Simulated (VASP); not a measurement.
Hf2ZrGe3:

```
Zr Hf Ge
1.0
     4.38383    0.00000    0.00000
    -2.19192    3.79651    0.00000
     0.00000    0.00000    7.62243
Zr Hf Ge
1 2 3
Cartesian
  0.0000 0.0000 3.8112
  2.1919 1.2655 3.8112
  0.0000 2.5310 0.0000
  2.1919 1.2655 0.0000
  0.0000 0.0000 0.0000
  0.0000 2.5310 3.8112
```

The cell was built by a generator and needn't be a form met in nature.

* Program: VASP 6.6.1
* Task: relaxation of cell and atoms
* Functional: PBE
* Potentials or basis: VASP PAW PBE potentials, release 64 (Zr_sv, Hf_pv, Ge_d)
* Cutoff: 520 eV
* k mesh: 5 × 5 × 3
* Occupations: gaussian, width 0.15 eV
* Spin: no spin polarisation

At the start: pressure 27.2 GPa; volume 21.14 Å³/atom.

Task: Where does the relaxation end?

Result: Over 16 steps the energy falls by 1402.2 meV/atom and the volume is 19.99 Å³/atom (-5.5 %); space group P-6m2 (No. 187, to 0.05 Å).

Step by step:
| step | energy change (eV) | largest force (eV/Å) | pressure (GPa) | volume (Å³) |
| --- | --- | --- | --- | --- |
| 1 | 0.0000 | 0.0000 | 27.16 | 126.86 |
| 2 | -1.6326 | 0.0000 | -17.83 | 196.63 |
| 3 | -4.2639 | 0.0000 | -7.98 | 160.13 |
| 4 | -4.2927 | 0.0000 | -7.20 | 158.46 |
| 5 | -4.3289 | 0.0000 | -6.70 | 157.30 |
| 6 | -6.2257 | 0.0000 | -7.50 | 141.13 |
| 7 | -8.0660 | 0.0000 | -2.84 | 124.46 |
| 8 | 14.2640 | 0.0000 | 111.18 | 89.81 |
| 9 | -8.2197 | 0.0000 | -2.97 | 123.29 |
| 10 | -6.2346 | 0.0000 | 23.40 | 106.76 |
| 11 | -8.3722 | 0.0000 | -0.07 | 120.12 |
| 12 | -8.3861 | 0.0000 | 0.48 | 119.01 |
| 13 | -8.3814 | 0.0000 | 1.46 | 118.22 |
| 14 | -8.3901 | 0.0000 | -1.51 | 121.74 |
| 15 | -8.4117 | 0.0000 | -0.45 | 120.55 |
| 16 | -8.4133 | 0.0000 | 0.09 | 119.93 |

Final structure:
```xyz
6
Lattice="5.0692 0.0000 0.0000 -2.5346 4.3901 0.0000 0.0000 0.0000 5.3891" Properties=species:S:1:pos:R:3 pbc="T T T"
Zr    0.0000    0.0000    2.6945
Hf    2.5346    1.4634    2.6945
Hf    0.0000    2.9267    0.0000
Ge    2.5346    1.4634    0.0000
Ge    0.0000    0.0000    0.0000
Ge    0.0000    2.9267    2.6945
```
